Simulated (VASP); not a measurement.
Output of a VASP run:

**OUTCAR**
```
 ion  position               nearest neighbor table
   1  0.000  0.000  0.000-   4 1.95   5 1.95   4 1.95   5 1.95   6 1.98   3 1.98
   2  0.500  0.500  0.500-   3 1.95   3 1.95   6 1.95   6 1.95   5 1.98   4 1.98
   3  0.305  0.305  0.000-   2 1.95   2 1.95   1 1.98
   4  0.805  0.195  0.500-   1 1.95   1 1.95   2 1.98
   5  0.195  0.805  0.500-   1 1.95   1 1.95   2 1.98
   6  0.695  0.695  0.000-   2 1.95   2 1.95   1 1.98
  LATTYP: Found a simple tetragonal cell.
 ALAT       =     4.6023307150
 C/A-ratio  =     0.6431873096
 Subroutine PRICEL returns:
 Original cell was already a primitive cell.
 Subroutine GETGRP returns: Found 16 space group operations
The static configuration has the point symmetry D_2h.
 The point group associated with its full space group is D_4h.
The dynamic configuration has the point symmetry D_2h.
 Subroutine INISYM returns: Found 16 space group operations
 Subroutine IBZKPT returns following result:
 Found     30 irreducible k-points:

 Following reciprocal coordinates:
            Coordinates               Weight
  0.000000  0.000000  0.000000      1.000000
  0.200000  0.000000  0.000000      4.000000
  0.400000  0.000000  0.000000      4.000000
  0.200000  0.200000  0.000000      4.000000
  0.400000  0.200000  0.000000      8.000000
  0.400000  0.400000  0.000000      4.000000
  0.000000  0.000000  0.125000      2.000000
  0.200000  0.000000  0.125000      8.000000
  0.400000  0.000000  0.125000      8.000000
  0.200000  0.200000  0.125000      8.000000
  0.400000  0.200000  0.125000     16.000000
  0.400000  0.400000  0.125000      8.000000
  0.000000  0.000000  0.250000      2.000000
  0.200000  0.000000  0.250000      8.000000
  0.400000  0.000000  0.250000      8.000000
  0.200000  0.200000  0.250000      8.000000
  0.400000  0.200000  0.250000     16.000000
  0.400000  0.400000  0.250000      8.000000
  0.000000  0.000000  0.375000      2.000000
  0.200000  0.000000  0.375000      8.000000
  0.400000  0.000000  0.375000      8.000000
  0.200000  0.200000  0.375000      8.000000
  0.400000  0.200000  0.375000     16.000000
  0.400000  0.400000  0.375000      8.000000
  0.000000  0.000000  0.500000      1.000000
  0.200000  0.000000  0.500000      4.000000
  0.400000  0.000000  0.500000      4.000000
  0.200000  0.200000  0.500000      4.000000
  0.400000  0.200000  0.500000      8.000000
  0.400000  0.400000  0.500000      4.000000
   k-points           NKPTS =     30   k-points in BZ     NKDIM =     30   number of bands    NBANDS=     28
   number of dos      NEDOS =    301   number of ions     NIONS =      6
   total plane-waves  NPLWV =  38400
   dimension x,y,z NGX =    40 NGY =   40 NGZ =   24
   dimension x,y,z NGXF=    80 NGYF=   80 NGZF=   48
   ions per type =               2   4
   PREC   = accura    normal or accurate (medium, high low for compatibility)
   ISTART =      0    job   : 0-new  1-cont  2-samecut
   ICHARG =      2    charge: 1-file 2-atom 10-const
   ISPIN  =      1    spin polarized calculation?
   LNONCOLLINEAR =      F non collinear calculations
   LSORBIT =      F    spin-orbit coupling
   INIWAV =      1    electr: 0-lowe 1-rand  2-diag
   ENCUT  =  620.0 eV  45.57 Ry    6.75 a.u.   9.34  9.34  6.01*2*pi/ulx,y,z
   NELM   =    100;   NELMIN=  2; NELMDL= -5     # of ELM steps
   EDIFF  = 0.1E-05   stopping-criterion for ELM
   LREAL  =      F    real-space projection
   NLSPLINE    = F    spline interpolate recip. space projectors
   LMAXMIX     =    4 max onsite mixed and CHGCAR
   VOSKOWN=      0    Vosko Wilk Nusair interpolation
   EDIFFG = -.2E-01   stopping-criterion for IOM
   NSW    =     40    number of steps for IOM
   NBLOCK =      1;   KBLOCK =     40    inner block; outer block
   IBRION =      2    ionic relax: 0-MD 1-quasi-New 2-CG
   NFREE  =      1    steps in history (QN), initial steepest desc. (CG)
   ISIF   =      3    stress and relaxation
   ISYM   =      2    0-nonsym 1-usesym 2-fastsym
   TEIN   =    0.0    initial temperature
...
```

File OSZICAR:
```
       N       E                     dE             d eps       ncg     rms          rms(c)
DAV:   1     0.728496599675E+03    0.72850E+03   -0.27982E+04  1680   0.233E+03
DAV:   2     0.407316645802E+02   -0.68776E+03   -0.66567E+03  1748   0.646E+02
DAV:   3    -0.951082960862E+02   -0.13584E+03   -0.13128E+03  2668   0.238E+02
DAV:   4    -0.101710008834E+03   -0.66017E+01   -0.65926E+01  2296   0.557E+01
DAV:   5    -0.102014611253E+03   -0.30460E+00   -0.30450E+00  2448   0.102E+01    0.326E+01
DAV:   6    -0.723239942417E+02    0.29691E+02   -0.84601E+01  2092   0.110E+02    0.900E+00
DAV:   7    -0.687572700595E+02    0.35667E+01   -0.53532E+00  2236   0.170E+01    0.508E+00
DAV:   8    -0.735988054619E+02   -0.48415E+01   -0.23405E+00  1892   0.129E+01    0.258E+00
DAV:   9    -0.690857524692E+02    0.45131E+01   -0.14279E+00  1752   0.107E+01    0.902E-01
DAV:  10    -0.696569614292E+02   -0.57121E+00   -0.28843E-01  2100   0.498E+00    0.517E-01
DAV:  11    -0.696913678028E+02   -0.34406E-01   -0.13067E-02  2204   0.966E-01    0.333E-01
DAV:  12    -0.698068697594E+02   -0.11550E+00   -0.53598E-02  1820   0.252E+00    0.167E-01
DAV:  13    -0.698097427975E+02   -0.28730E-02   -0.90355E-03  2040   0.104E+00    0.409E-02
DAV:  14    -0.698110077839E+02   -0.12650E-02   -0.12890E-03  2120   0.356E-01    0.180E-02
DAV:  15    -0.698106918027E+02    0.31598E-03   -0.21137E-04  1908   0.136E-01    0.180E-02
DAV:  16    -0.698110645071E+02   -0.37270E-03   -0.30060E-04  1872   0.174E-01    0.827E-03
DAV:  17    -0.698110822639E+02   -0.17757E-04   -0.25249E-05  1716   0.548E-02    0.265E-03
DAV:  18    -0.698110887830E+02   -0.65191E-05   -0.28706E-06  1472   0.171E-02    0.250E-03
DAV:  19    -0.698110883165E+02    0.46649E-06   -0.56587E-07  1164   0.106E-02
   1 F= -.69811088E+02 E0= -.69811088E+02  d E =-.698111E+02
```

OUTCAR:
```
------------------------ aborting loop because EDIFF is reached ----------------------------------------
  FORCE on cell =-STRESS in cart. coord.  units (eV):
  Direction    XX          YY          ZZ          XY          YZ          ZX
  --------------------------------------------------------------------------------------
  Total       -0.1058173     -0.1058173     -0.0690498      0.0000000      0.0000000      0.0000000
  in kB       -2.7039344     -2.7039344     -1.7644203      0.0000000      0.0000000      0.0000000
  external PRESSURE =      -2.3907630 kB  Pullay stress =       0.0000000 kB
  volume of cell :       62.70
      direct lattice vectors                 reciprocal lattice vectors
     4.602330715  0.000000000  0.000000000     0.217281213  0.000000000  0.000000000
     0.000000000  4.602330715  0.000000000     0.000000000  0.217281213  0.000000000
     0.000000000  0.000000000  2.960160710     0.000000000  0.000000000  0.337819496
 POSITION                                       TOTAL-FORCE (eV/Angst)
 -----------------------------------------------------------------------------------
      0.00000      0.00000      0.00000        -0.000000      0.000000     -0.000000
      2.30117      2.30117      1.48008        -0.000000      0.000000     -0.000000
      1.40147      1.40147      0.00000         0.006214      0.006214      0.000000
      3.70263      0.89970      1.48008         0.006214     -0.006214     -0.000000
      0.89970      3.70263      1.48008        -0.006214      0.006214     -0.000000
      3.20086      3.20086      0.00000        -0.006214     -0.006214     -0.000000
 -----------------------------------------------------------------------------------
    total drift:                                0.000000      0.000000     -0.000000
  FREE ENERGIE OF THE ION-ELECTRON SYSTEM (eV)
  ---------------------------------------------------
  free  energy   TOTEN  =       -69.8110883165 eV

  energy  without entropy=      -69.8110883165  energy(sigma->0) =      -69.81108832

 reached required accuracy - stopping structural energy minimisation
```
(Selected blocks of OUTCAR.)

File POSCAR:
```
TiO2
1
    4.6023307150    -0.0000000000     0.0000000000
    0.0000000000     4.6023307150     0.0000000000
    0.0000000000     0.0000000000     2.9601607104
Ti O
2 4
Direct
  1.0000000000   0.0000000000   0.0000000000
  0.5000000000   0.5000000000   0.5000000000
  0.3045125053   0.3045125053   1.0000000000
  0.8045125053   0.1954874947   0.5000000000
  0.1954874947   0.8045125053   0.5000000000
  0.6954874947   0.6954874947   0.0000000000
```

Question: Reconstruct the remaining input files.

Answer: Several could match; the one computed here: the input of the run itself, r2SCAN meta-GGA, plane waves, VASP's PBE PAW potentials (set 64).

INCAR:
```
# general
SYSTEM   =  TiO2
PREC     =  Accurate
ENCUT    =  620
LREAL    =  F   # projection in real space or not
LASPH    =  T   # aspherical one-centre terms

# electronic loop
EDIFF    =  1E-6   # SCF stop (eV)
NELM     =  100   # most electronic steps
ALGO     =  Normal   # blocked Davidson
LMAXMIX  =  4
LMIXTAU  =  T

# smearing
ISMEAR   =  0
SIGMA    =  0.05   # width (eV)

# functional
METAGGA  =  R2SCAN

# ions
IBRION   =  2   # conjugate gradients
NSW      =  40   # most ionic steps
ISIF     =  3   # ions, shape and volume
EDIFFG   =  -0.02   # ionic stop

# output
LWAVE    =  F
LCHARG   =  F
```

KPOINTS:
```
Regular mesh
0
Gamma
5 5 8
0 0 0
```

POTCAR, in this order: Ti_sv O (PBE.64 set). Program: vasp_std.

The compound is TiO2 in the rutile structure. It was relaxed first.
